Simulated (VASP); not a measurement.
Method: SCAN meta-GGA, VASP's PBE PAW potentials (set 64) (plane waves; VASP).

Input for VASP

KPOINTS:
```
kpoints
0
Gamma
 7 7 7
```

### KPOINTS_OPT
```
k-points along high-symmetry lines
10
Line-mode
Reciprocal
  0.000000   0.000000   0.000000 ! GAMMA
  0.500000   0.000000   0.500000 ! X

  0.500000   0.000000   0.500000 ! X
  0.625000   0.250000   0.625000 ! U

  0.375000   0.375000   0.750000 ! K
  0.000000   0.000000   0.000000 ! GAMMA

  0.000000   0.000000   0.000000 ! GAMMA
  0.500000   0.500000   0.500000 ! L

  0.500000   0.500000   0.500000 ! L
  0.500000   0.250000   0.750000 ! W

  0.500000   0.250000   0.750000 ! W
  0.500000   0.000000   0.500000 ! X
```

**INCAR**
```
SYSTEM = KI
PREC = Accurate; ENCUT = 520; LREAL = .FALSE.
LASPH = .TRUE.
EDIFF = 1E-7; NELM = 100; ALGO = Normal
LMAXMIX = 4; LMIXTAU = .TRUE.
ISMEAR = -5
METAGGA = SCAN
ISIF = 2
LWAVE = .FALSE.; LCHARG = .FALSE.; LORBIT = 11
NEDOS = 601
```

**POSCAR**
```
KI
1
   -0.0000000000     3.5318742064     3.5318742064
    3.5318742064    -0.0000000000     3.5318742064
    3.5318742064     3.5318742064     0.0000000000
K I
1 1
Direct
  1.0000000000   0.0000000000   1.0000000000
  0.5000000000   0.5000000000   0.5000000000
```

POTCAR, in this order: K_sv I (PBE.64 set). Program: vasp_std.

Output of the run:

File OUTCAR:
```
 ion  position               nearest neighbor table
   1  0.000  0.000  0.000-   2 3.53   2 3.53   2 3.53   2 3.53   2 3.53   2 3.53
   2  0.500  0.500  0.500-   1 3.53   1 3.53   1 3.53   1 3.53   1 3.53   1 3.53
  LATTYP: Found a face centered cubic cell.
 ALAT       =     7.0637484128
 Subroutine PRICEL returns:
 Original cell was already a primitive cell.
 Subroutine GETGRP returns: Found 48 space group operations
The static configuration has the point symmetry O_h .
The dynamic configuration has the point symmetry O_h .
 Subroutine INISYM returns: Found 48 space group operations
 Subroutine IBZKPT returns following result:
 Found     20 irreducible k-points:

 Following reciprocal coordinates:
            Coordinates               Weight
  0.000000  0.000000  0.000000      1.000000
  0.142857  0.000000  0.000000      8.000000
  0.285714  0.000000  0.000000      8.000000
  0.428571  0.000000  0.000000      8.000000
  0.142857  0.142857  0.000000      6.000000
  0.285714  0.142857  0.000000     24.000000
  0.428571  0.142857  0.000000     24.000000
 -0.428571  0.142857  0.000000     24.000000
 -0.285714  0.142857  0.000000     24.000000
 -0.142857  0.142857  0.000000     12.000000
  0.285714  0.285714  0.000000      6.000000
  0.428571  0.285714  0.000000     24.000000
 -0.428571  0.285714  0.000000     24.000000
 -0.285714  0.285714  0.000000     12.000000
  0.428571  0.428571  0.000000      6.000000
 -0.428571  0.428571  0.000000     12.000000
  0.428571  0.285714  0.142857     24.000000
 -0.428571  0.285714  0.142857     48.000000
 -0.428571  0.428571  0.142857     24.000000
 -0.285714  0.428571  0.142857     24.000000
   k-points           NKPTS =     20   k-points in BZ     NKDIM =     20   number of bands    NBANDS=     12
   number of dos      NEDOS =    601   number of ions     NIONS =      2
   total plane-waves  NPLWV =  64000
   dimension x,y,z NGX =    40 NGY =   40 NGZ =   40
...
```

File OSZICAR:
```
       N       E                     dE             d eps       ncg     rms          rms(c)
DAV:   1     0.486660697841E+02    0.48666E+02   -0.66574E+03   480   0.114E+03
DAV:   2    -0.446779081574E+02   -0.93344E+02   -0.87879E+02   576   0.262E+02
DAV:   3    -0.513089934737E+02   -0.66311E+01   -0.66022E+01   640   0.601E+01
DAV:   4    -0.516775143345E+02   -0.36852E+00   -0.36783E+00   880   0.133E+01
DAV:   5    -0.516805187955E+02   -0.30045E-02   -0.30043E-02   624   0.106E+00    0.231E+00
DAV:   6    -0.488924473058E+02    0.27881E+01   -0.11399E+00   680   0.119E+01    0.205E+00
DAV:   7    -0.483321810020E+02    0.56027E+00   -0.32051E-01   720   0.612E+00    0.920E-01
DAV:   8    -0.486573491958E+02   -0.32517E+00   -0.30377E-01   536   0.530E+00    0.540E-01
DAV:   9    -0.483397466683E+02    0.31760E+00   -0.19532E-01   480   0.490E+00    0.373E-01
DAV:  10    -0.483076586895E+02    0.32088E-01   -0.13370E-01   480   0.404E+00    0.285E-01
DAV:  11    -0.483446010406E+02   -0.36942E-01   -0.74649E-02   480   0.309E+00    0.230E-01
DAV:  12    -0.483643751622E+02   -0.19774E-01   -0.80175E-03   480   0.123E+00    0.953E-02
DAV:  13    -0.483734125342E+02   -0.90374E-02   -0.98393E-03   480   0.136E+00    0.726E-02
DAV:  14    -0.483752455662E+02   -0.18330E-02   -0.31634E-03   496   0.654E-01    0.101E-02
DAV:  15    -0.483754972361E+02   -0.25167E-03   -0.41906E-04   540   0.288E-01    0.158E-02
DAV:  16    -0.483754603780E+02    0.36858E-04   -0.81945E-05   544   0.142E-01    0.800E-03
DAV:  17    -0.483755568352E+02   -0.96457E-04   -0.12925E-04   488   0.184E-01    0.689E-03
DAV:  18    -0.483754902010E+02    0.66634E-04   -0.11298E-04   480   0.167E-01    0.510E-03
DAV:  19    -0.483754868693E+02    0.33317E-05   -0.63620E-06   560   0.367E-02    0.118E-03
DAV:  20    -0.483754875786E+02   -0.70927E-06   -0.55797E-07   536   0.108E-02    0.144E-03
DAV:  21    -0.483754878717E+02   -0.29317E-06   -0.10857E-07   432   0.515E-03    0.169E-03
DAV:  22    -0.483754877743E+02    0.97447E-07   -0.70456E-08   372   0.345E-03
   1 F= -.48375488E+02 E0= -.48375488E+02  d E =0.000000E+00
       N       E                     dE             ncg
       N       E                     dE             ncg
       N       E                     dE             ncg
```

File OUTCAR:
```
------------------------ aborting loop because EDIFF is reached ----------------------------------------
  FORCE on cell =-STRESS in cart. coord.  units (eV):
  Direction    XX          YY          ZZ          XY          YZ          ZX
  --------------------------------------------------------------------------------------
  Total       -0.0182375     -0.0182375     -0.0182375     -0.0000000      0.0000000     -0.0000000
  in kB       -0.3316123     -0.3316123     -0.3316123     -0.0000000      0.0000000     -0.0000000
  external PRESSURE =      -0.3316123 kB  Pullay stress =       0.0000000 kB
  volume of cell :       88.11
      direct lattice vectors                 reciprocal lattice vectors
     0.000000000  3.531874206  3.531874206    -0.141567896  0.141567896  0.141567896
     3.531874206  0.000000000  3.531874206     0.141567896 -0.141567896  0.141567896
     3.531874206  3.531874206  0.000000000     0.141567896  0.141567896 -0.141567896
  FREE ENERGIE OF THE ION-ELECTRON SYSTEM (eV)
  ---------------------------------------------------
  free  energy   TOTEN  =       -48.3754877743 eV

  energy  without entropy=      -48.3754877743  energy(sigma->0) =      -48.37548777

 total charge

# of ion       s       p       d       tot
------------------------------------------
    1        1.959   5.658   0.020   7.637
    2        1.492   2.880   0.001   4.372
--------------------------------------------------
tot          3.451   8.538   0.021  12.010
```
(Selected blocks of OUTCAR.)

The compound is KI in the rock salt structure. It was relaxed first.
